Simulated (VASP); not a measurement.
Band gaps of ZnCdSe₂ (space group R3m) from VASP (PAW), without and with spin-orbit coupling. Semilocal levels are at their own relaxed cell, hybrids and mBJ at PBE's; 0.00 means no gap at that level.

The cell of the LDA run:

```cif
data_CdSe2Zn
_chemical_formula_sum 'Zn1 Cd1 Se2'
_space_group_name_H-M_alt 'P 1'
_space_group_IT_number 1
_cell_length_a 7.13115
_cell_length_b 7.13115
_cell_length_c 7.13115
_cell_angle_alpha 33.264
_cell_angle_beta 33.264
_cell_angle_gamma 33.264
loop_
_space_group_symop_operation_xyz
  'x, y, z'
loop_
_atom_site_label
_atom_site_type_symbol
_atom_site_fract_x
_atom_site_fract_y
_atom_site_fract_z
_atom_site_occupancy
Zn1 Zn 0.49922 0.49922 0.49922 1
Cd1 Cd 0.00211 0.00211 0.00211 1
Se1 Se 0.13045 0.13045 0.13045 1
Se2 Se 0.61821 0.61821 0.61821 1
```

```csv
level,gap without SOC (eV),gap with SOC (eV),shift (eV)
LDA,0.61,…,…
```

Task: Fill in the missing entries.

Result: 
- LDA, gap with SOC (eV): 0.48
- LDA, shift (eV): -0.13

Only levels that ran to the end are used. Left out are those held back, those with too coarse a band path, GW runs whose mesh misses a band edge, hybrids' fits of cells that aren't cubic and levels without matching references; a question may draw on a part of the rest.

The structure comes from a computed database's ZnCdSe2 entry (R3m); how it stands against other phases isn't given here. It was relaxed first, which changed the volume by -9 %. Symmetry was kept, so distortions that lower it aren't found.
